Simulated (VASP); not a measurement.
Crystal: WC.

```
W C
1.0
     2.90000    0.00000    0.00000
    -1.45000    2.51147    0.00000
     0.00000    0.00000    2.83000
W C
1 1
Direct
  0.00000 0.00000 0.00000
  0.33333 0.66667 0.50000
```

The cell was built by a generator and needn't be a form met in nature.

```yaml
Program: VASP 6.6.1
Task: relaxation of cell and atoms
Functional: PBE
Potentials_or_basis: VASP PAW PBE potentials, release 64 (W_sv, C)
Cutoff: 600 eV
k_mesh: 16 × 16 × 14
Occupations: methfessel-paxton, width 0.1 eV
Spin: no spin polarisation
```

At the start: pressure 9.4 GPa; volume 10.31 Å³/atom.

Task: How do energy, volume and symmetry change on relaxing?

Result: Over 9 steps the energy falls by 7.0 meV/atom and the volume is 10.55 Å³/atom (+2.4 %); space group P-6m2 (No. 187, to 0.05 Å).

Step by step:
```
step  energy change (eV)  largest force (eV/Å)  pressure (GPa)  volume (Å³)
   1              0.0000                0.0000            9.43        20.61
   2              0.0834                0.0000          -21.29        22.48
   3             -0.0140                0.0000           -0.20        21.11
   4             -0.0140                0.0000           -0.02        21.10
   5             -0.0140                0.0000            0.16        21.09
   6             -0.0140                0.0000            0.19        21.09
   7             -0.0140                0.0000            0.20        21.09
   8             -0.0140                0.0000           -0.38        21.12
   9             -0.0141                0.0000           -0.02        21.10
```

Final structure:
```
W C
1.0
     2.92411    0.00000    0.00000
    -1.46206    2.53236    0.00000
     0.00000    0.00000    2.84962
W C
1 1
Direct
  0.00000 0.00000 0.00000
  0.33333 0.66667 0.50000
```
